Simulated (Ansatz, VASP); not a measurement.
**AlZnPSe in two plane-wave programs**

One calculation is typed for both programs; each brings its own data sets. How far apart do they land? The cell is generated by rule, not measured, and may not be a known phase. The cell is taken from a series of runs on this material, whose earlier steps may have relaxed, scaled, displaced or heated it; both programs get it as it stands.

Main program and level: Ansatz 0.2.0; plane waves, with VASP 6.6.1 beside it; relaxation of cell and atoms at PBEsol.

### 1. The starting structure

It takes space group Pmm2 (No. 25, orthorhombic). Conventional cell: a = 3.910 Å, b = 3.945 Å, c = 11.098 Å, α = 90.00°, β = 90.00°, γ = 90.00°. Nearest to Al lie 2 P at 2.34 Å and 2 Se at 2.47 Å. Al has 4 P at 2.34 to 2.42 Å nearest. Nearest to P lie 4 Al at 2.34 to 2.42 Å. P has 2 Zn at 2.31 Å and 2 Al at 2.34 Å nearest. Nearest to Se lie 4 Zn at 2.38 to 2.50 Å. Se has 2 Al at 2.47 Å and 2 Zn at 2.49 Å nearest. Farther neighbours and most contacts between anions are not listed.

### 2. Ansatz: relaxation of cell and atoms, PBEsol, pair 1

Ansatz runs on its default PAW (the set named soft_2) files.

The relaxed volume is the usual yardstick between codes: in a stiff, nearly cubic crystal its relative difference is about their pressure difference at one cell divided by the bulk modulus.

Input file input.yaml:

```yaml
crystal:
  lattice:
    - [2.7646886255, 2.7646886255, 0.0]
    - [-2.7894171474, 2.7894171474, 0.0]
    - [0.0, 0.0, 11.0979386297]
  atoms:
    - { symbol: Al, position: [0.0, 0.0, 0.0150347056] }
    - { symbol: Al, position: [0.5, 0.5, 0.2564289665] }
    - { symbol: P, position: [0.5, 0.0, 0.1301878622] }
    - { symbol: P, position: [0.0, 0.5, 0.3726729547] }
    - { symbol: Se, position: [0.5, 0.0, 0.621899295] }
    - { symbol: Se, position: [0.0, 0.5, 0.8807340181] }
    - { symbol: Zn, position: [0.0, 0.0, 0.4815762583] }
    - { symbol: Zn, position: [0.5, 0.5, 0.7414659398] }
kpoints:
  mp_grid: { grid: [6, 6, 2] }
hamiltonian:
  xc: pbesol
scf:
  occupations: { method: gaussian, width: 0.02 }
output:
  forces: true
  stress: true
  eigenvalues: true
relax:
  adjacent_minimum: "off"
  f_tol: 0.005
  max_steps: 80
  cell: { stress_tol: 0.05 }
```

On the command line:

```
$ ansatz run input.yaml --threads 8 --pin off --max-ram 14336MiB --backend cpu --events-out ev --progress --plain --runs-dir out
```

Numbers of over 12 decimals in the logs are rounded to 6 here.

The log of the run:

```text
Engine: ansatz 0.2.0, x86_64-unknown-linux-gnu
Pseudopotentials: kind: paw
Pseudopotential: Al, paw, valence charge 3, recommended cutoff 420 eV (normal), Al.paw.azcp
Pseudopotential: P, paw, valence charge 5, recommended cutoff 420 eV (normal), P.paw.azcp
Pseudopotential: Se, paw, valence charge 16, recommended cutoff 420 eV (normal), Se.paw.azcp
Pseudopotential: Zn, paw, valence charge 12, recommended cutoff 420 eV (normal), Zn.paw.azcp
Functional definition: PBEsol
  exchange = pbesol_x
  correlation = pbesol_c
Crystal: 8 atoms, lattice volume = 171.172 Å³
Basis set: ecut = 420 eV, 3377 PW (Γ), exchange–correlation on 54×54×150 points (8 copies of the dense FFT grid, shifted against one another)
Bands: 44, of which v1, the nominal top of the filled ones, is band 36 counted from 1 (35 counted from 0)
Symmetry: 4 space group operations
Space group: Pmm2 (ITA 25), of the structure as read, at distance tolerance 5.6e-5 Å
k-points: 32 of 72
Non-local potential: Al, projectors of the file, l = 0: 2, l = 1: 2, l = 2: 1
Non-local potential: P, projectors of the file, l = 0: 2, l = 1: 2, l = 2: 2
Non-local potential: Se, projectors of the file, l = 0: 2, l = 1: 2, l = 2: 3, l = 3: 1
Non-local potential: Zn, projectors of the file, l = 0: 2, l = 1: 2, l = 2: 3, l = 3: 1
PAW form: soft (Blöchl's): semilocal exchange-correlation on the pseudo side does not see the compensation charge
PAW frozen core: Al, regenerated for the run's functional, and the local potential with it (the file was generated under x = pbe(κ = 0.804, μ = 0.219515), c = pbe(β = 0.066725))
PAW frozen core: P, regenerated for the run's functional, and the local potential with it (the file was generated under x = pbe(κ = 0.804, μ = 0.219515), c = pbe(β = 0.066725))
PAW frozen core: Se, regenerated for the run's functional, and the local potential with it (the file was generated under x = pbe(κ = 0.804, μ = 0.219515), c = pbe(β = 0.066725))
PAW frozen core: Zn, regenerated for the run's functional, and the local potential with it (the file was generated under x = pbe(κ = 0.804, μ = 0.219515), c = pbe(β = 0.066725))
PAW one-centre angular grid: Al, 110 points (default); XC on 64 Gauss nodes
PAW one-centre angular grid: P, 110 points (default); XC on 64 Gauss nodes
PAW one-centre angular grid: Se, 590 points (default); XC on 64 Gauss nodes
PAW one-centre angular grid: Zn, 590 points (default); XC on 64 Gauss nodes
Initial density: superposition of atomic densities (neutral atoms: chi_scale 0, normalization atom), corrected by the library's trained network
Initial wavefunctions: pseudopotential atomic-orbital guess
Functional: x = pbesol(κ = 0.804, μ = 0.123457), c = pbesol(β = 0.046)
SCF iter   1: F=—  HF=-19944.038551 eV  |F-HF|=—  |Δ(HF+E_count)|=         —  Δρ=3.79e-3  dr2=4.79e-2  ethr=1.77e-3  ⟨swp⟩=9.5  Hψ=6860  notcnv=0  defer=1
preconditioner: auto → Resta (q_TF=auto, 2.362 Å⁻¹)  ε∞=5.7  [insulator: Δε(μ)=1.210 eV  Ē_g=9.488 eV  σ=0.020 eV  W_gap=1.00  n_scr=48 (ndim 8)  ℏωp=20.5 eV  f_vac=0.013  D(μ)=0.00/eV (n_scr^D=0)  ε∞_Penn≈5.7]
SCF iter   2: F=—  HF=-19944.025850 eV  |F-HF|=—  |Δ(HF+E_count)|=   1.27e-2  Δρ=1.53e-3  dr2=9.18e-3  ethr=6.65e-5  ⟨swp⟩=2.7  Hψ=2506  notcnv=0  defer=103
SCF iter   3: F=—  HF=-19944.024404 eV  |F-HF|=—  |Δ(HF+E_count)|=   1.45e-3  Δρ=1.23e-3  dr2=1.97e-3  ethr=1.28e-5  ⟨swp⟩=2.1  Hψ=2207  notcnv=0  defer=103
SCF iter   4: F=—  HF=-19944.023686 eV  |F-HF|=—  |Δ(HF+E_count)|=   7.17e-4  Δρ=3.51e-4  dr2=2.89e-4  ethr=2.73e-6  ⟨swp⟩=2.0  Hψ=2119  notcnv=0  defer=103
SCF iter   5: F=—  HF=-19944.023724 eV  |F-HF|=—  |Δ(HF+E_count)|=   3.74e-5  Δρ=1.11e-4  dr2=2.93e-5  ethr=4.01e-7  ⟨swp⟩=2.0  Hψ=2038  notcnv=0  defer=103
SCF iter   6: F=—  HF=-19944.023736 eV  |F-HF|=—  |Δ(HF+E_count)|=   1.20e-5  Δρ=9.35e-5  dr2=1.02e-5  ethr=4.07e-8  ⟨swp⟩=2.0  Hψ=2457  notcnv=0  defer=103
SCF iter   7: F=—  HF=-19944.023732 eV  |F-HF|=—  |Δ(HF+E_count)|=   3.69e-6  Δρ=2.41e-5  dr2=7.35e-7  ethr=1.41e-8  ⟨swp⟩=2.0  Hψ=2296  notcnv=0  defer=103
SCF iter   8: F=—  HF=-19944.023732 eV  |F-HF|=—  |Δ(HF+E_count)|=   9.30e-8  Δρ=1.01e-5  dr2=1.42e-7  ethr=1.02e-9  ⟨swp⟩=2.0  Hψ=2298  notcnv=0  defer=103
SCF iter   9: F=-19944.023732 eV  HF=-19944.023732 eV  |F-HF|=2.17e-8  |Δ(HF+E_count)|=   1.26e-7  Δρ=3.42e-6  dr2=2.02e-8  ethr=1.39e-10  ⟨swp⟩=11.4  Hψ=6605  notcnv=0
SCF 1 converged in 9 iterations: F = -19944.023732 eV  dr2 = 2.02e-8
  greatest PAW one-centre occupation: 1.000 electrons in one spin orbital (limit 2), on the Se atom at site 4 (counted from 0), in its partial waves of l = 2
relax step   1: F+E_penalty+E_count = -19944.02373234 eV  Δ(F+E_penalty+E_count) = +0.000e0 eV  max|allowed force component| = 2.110e-2 eV/Å  Δτ_max = 0.0000 Å  P = +0.047 GPa  Ω = 171.172 Å³  (9 SCF iters, dr2 threshold 1.00e-7 eV, accepted)
[...]
relax step   2: F+E_penalty+E_count = -19944.02391808 eV  Δ(F+E_penalty+E_count) = -1.857e-4 eV  max|allowed force component| = 6.425e-3 eV/Å  Δτ_max = 0.0030 Å  P = +0.008 GPa  Ω = 171.278 Å³  energy of the carried Pulay correction = -2.867e-5 eV  (6 SCF iters, dr2 threshold 5.14e-8 eV, accepted)
[...]
relax step   3: F+E_penalty+E_count = -19944.02392081 eV  Δ(F+E_penalty+E_count) = -2.731e-6 eV  max|allowed force component| = 2.383e-3 eV/Å  Δτ_max = 0.0004 Å  P = +0.001 GPa  Ω = 171.291 Å³  energy of the carried Pulay correction = -3.246e-5 eV  (5 SCF iters, dr2 threshold 2.58e-9 eV, accepted)
[...]
relax step   4: F+E_penalty+E_count = -19944.02395681 eV  Δ(F+E_penalty+E_count) = -3.600e-5 eV  max|allowed force component| = 2.370e-3 eV/Å  Δτ_max = 0.0000 Å  P = +0.001 GPa  Ω = 171.291 Å³  stress off target by 3.99e-3 GPa  SCF on the basis re-selected at this cell (its energy is not comparable with the rows above)  (6 SCF iters)
basis re-selected at this cell: Δ(F+E_penalty+E_count) = -3.600e-5 eV, ΔP = +0.000 GPa vs the last step (what re-selecting the basis moved, of the pressure what is left beyond the Pulay correction that the steps carried, after the strain that the cell walked since its last selection, with what the two solves' SCF thresholds leave and, on support functions, any second-order correction that the steps lacked; it is no m [...]
SCF converged after 6 iterations
Free energy (F): -19944.023957 eV
Harris-Foulkes:  -19944.023957 eV  (|F-HF|=7.28e-12)
Internal energy: -19944.023957 eV  (E = F + TS)
E sigma→0 (E₀):  -19944.023957 eV
Fermi energy:    7.063822 eV
--- Per-component energies (eV) ---
  E_band       = -790.171919
  E_kinetic    = 687.563061
  E_local      = -12854.158045  (includes V_loc(G=0)·N_el)
  E_nonlocal   = 132.401400
  E_hartree    = 6050.687244
  E_xc         = -679.659569
  E_vxc        = -481.987943  (∫ρ·V_xc dr)
  E_paw        = -9333.211626  (= ΣΔE_a)
  E_vpaw       = -375.363027  (= ΣTr[D̂ρ^β])
  E_aug_tail   = -0.001884  (compensation charges beyond the density's cutoff)
  E_ewald      = -3951.386621
  E_core_change = 3.742081  (= ΣΔE_core)
  E_smearing   = -0.000000  (= −TS)
  E_closure    = -0.000000  (closes the sum)
  Σ components = -19944.023957   (vs F -19944.023957, Δ=0.00e0)
--- Forces (eV/Å), atoms counted from 1 ---
  atom   1  Al    -0.00000000     0.00000000    -0.00059156
  atom   2  Al    -0.00000000     0.00000000    -0.00154243
  atom   3  P      0.00000000    -0.00000000     0.00147813
  atom   4  P      0.00000000    -0.00000000     0.00236971
  atom   5  Se     0.00000000    -0.00000000     0.00002348
  atom   6  Se    -0.00000000     0.00000000    -0.00049700
  atom   7  Zn    -0.00000000     0.00000000    -0.00163295
  atom   8  Zn     0.00000000    -0.00000000     0.00039347
  max |Σ_I F_I| component: 8.46e-7 eV/Å
--- Stress (GPa, compression-positive) ---
        0.000522       0.003469       0.000000
        0.003469       0.000522      -0.000000
        0.000000      -0.000000       0.002092
  P = ⅓ Tr σ = 0.0010 GPa (0.010 kbar)
--- Band table (eV; the first three rows and the last of 32) ---
  k-point 0: bands = [... 32 lower, 4.8090, 6.0496, 6.0857, 6.4569, 7.6707, 7.9627, 8.4055, 9.2819, ... 4 higher]
  k-point 1: bands = [... 32 lower, 5.1069, 5.3196, 5.7827, 6.3169, 7.7163, 8.3669, 8.9143, 9.0740, ... 4 higher]
  k-point 2: bands = [... 32 lower, 4.9368, 5.2334, 5.7843, 6.0013, 8.1949, 8.9516, 9.3759, 9.8132, ... 4 higher]
  k-point 31: bands = [... 32 lower, 3.5512, 3.6974, 4.0631, 4.3175, 8.2689, 8.8126, 9.3104, 9.3512, ... 4 higher]
--- Relaxed structure (3 steps of the walk, 3 accepted, 1 SCFs on fresh bases) ---
  F+E_penalty+E_count = -19944.02395681 eV   max|allowed force component| = 2.370e-3 eV/Å   (the final SCF, on the basis selected at the relaxed cell)
  cell:  # Å, volume = 171.2915 Å³
    - [2.768186, 2.768186, 0]
    - [-2.787049, 2.787049, 0]
    - [0, 0, 11.101097]
  atoms:
    - { symbol: Al, position: [0, 0, 0.015188] }
    - { symbol: Al, position: [0.5, 0.500000, 0.256550] }
    - { symbol: P, position: [0.5, 0, 0.130170] }
    - { symbol: P, position: [0, 0.5, 0.372414] }
    - { symbol: Se, position: [0.5, 0, 0.621673] }
    - { symbol: Se, position: [0, 0.5, 0.880867] }
    - { symbol: Zn, position: [0, 0, 0.481371] }
    - { symbol: Zn, position: [0.5, 0.500000, 0.741767] }
```

[end of part 1 of 3]

[Lines on the potential files, build, host, timing and source positions are cut from VASP's logs without a mark.]

[Logs are printed without paths, hosts, clocks, repeated set-up lines and the standing remarks that a program may print on its own settings, such as how far it seeks lower states.]

[Hosts, paths, dates, database ids (printed as entryN), source tags and the programs' standing remarks are cut or masked in the printed files.]
